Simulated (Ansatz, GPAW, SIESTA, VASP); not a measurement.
## Ti3S2: 4 runs at one level of theory

```
CELL_PARAMETERS angstrom
2.71311 1.56642 3.23762
-2.71311 1.56642 3.23762
0.00000 -3.13283 3.23762
ATOMIC_POSITIONS crystal
Ti 0.00000 0.33565 0.66434
Ti 0.66434 0.00000 0.33565
Ti 0.33565 0.66434 0.00000
S 0.16784 0.16784 0.16784
S 0.83216 0.83216 0.83216
```

The cell comes from a database or a generator and needn't be the stable form of this composition.

Alike in all runs: task single point; functional PBEsol; k mesh 6 × 6 × 6; occupations fermi-dirac, width 0.05 eV; no spin polarisation; no spin-orbit coupling. A missing gap at this level doesn't show that the real crystal is a metal. Pressure is positive in compression and, in plane waves, holds the error of the finite cutoff, which Ansatz's Pulay term estimates and takes out.

| program and potentials | plane-wave cutoff (eV) | notes | band gap (eV) | pressure (GPa) |
| --- | --- | --- | --- | --- |
| Ansatz, Ansatz PAW | 420 | potentials made for PBE, which Ansatz adapts in part | no gap | -4.47 |
| SIESTA, files PseudoDojo sr-pbesol-0.4.1-standard, DZP (energy shift 0.003 Ry; two zetas on semicore shells) | - | atomic basis | no gap | -3.25 |
| GPAW, PAW data sets generated for this functional | 600 | - | no gap | -4.44 |
| VASP, PBE PAW files S, Ti_sv, 520 eV | 520 | potentials made for PBE | no gap | -4.28 |

Force on atom 2 (Ti), eV/Å:

```json
{"program and potentials": "Ansatz, Ansatz PAW", "x": "0.022", "y": "0.038", "z": "0.000"}
{"program and potentials": "SIESTA, files PseudoDojo sr-pbesol-0.4.1-standard, DZP (energy shift 0.003 Ry; two zetas on semicore shells)", "x": "-0.025", "y": "-0.043", "z": "0.000"}
{"program and potentials": "GPAW, PAW data sets generated for this functional", "x": "0.014", "y": "0.024", "z": "0.000"}
{"program and potentials": "VASP, PBE PAW files S, Ti_sv, 520 eV", "x": "0.018", "y": "0.031", "z": "0.000"}
```

None finds a gap. The pressure spans -4.47 (Ansatz, Ansatz PAW) to -3.25 GPa (SIESTA, files PseudoDojo sr-pbesol-0.4.1-standard, DZP (energy shift 0.003 Ry; two zetas on semicore shells)). Rows in atomic bases carry the error of their basis and grid, which can be large.

The functional is the same throughout but for its coding, so the spread measures potentials, basis and numerics; runs on potential files found faulty are left out.
